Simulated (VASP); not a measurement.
Data:

```
CELL_PARAMETERS angstrom
      0.00000     2.69023     2.75038
      2.71339     0.00000     2.75038
      2.71339     2.69023     0.00000
ATOMIC_POSITIONS crystal
  Si 0.25000 0.25000 0.25000
  Si 0.75000 0.75000 0.75000
  Ni 0.98768 0.01232 0.01232
```

All values below come from PBE GGA, VASP's PBE PAW potentials (set 64) (plane waves; VASP). Settings: 520 eV cut-off, 9×9×9 Γ-centred mesh, first-order Methfessel-Paxton smearing of 0.10 eV, potentials Si_GW Ni.

Question: Which forces act on the atoms, in eV/Å?

Answer: 
```csv
atom,Fx,Fy,Fz
Si1,0.318,0.000,0.000
Si2,0.318,0.000,0.000
Ni3,-0.637,0.000,0.000
```

Question: Give the stress tensor in GPa (positive for a compressed cell).

Answer: 
```
1.63  0.00  0.00
0.00  2.33  0.00
0.00  0.00  0.82
```
The pressure is its mean diagonal, 1.59 GPa.

The compound is NiSi2 in the fluorite structure. The cell was not relaxed at this level, atoms are displaced from their ideal sites. The run is one of a series of settings (ENCUT = 520, POTCAR Si_GW Ni (PBE.64 set) against the base run), some of them coarse on purpose. The run is not spin-polarised, so no magnetic state was tried.
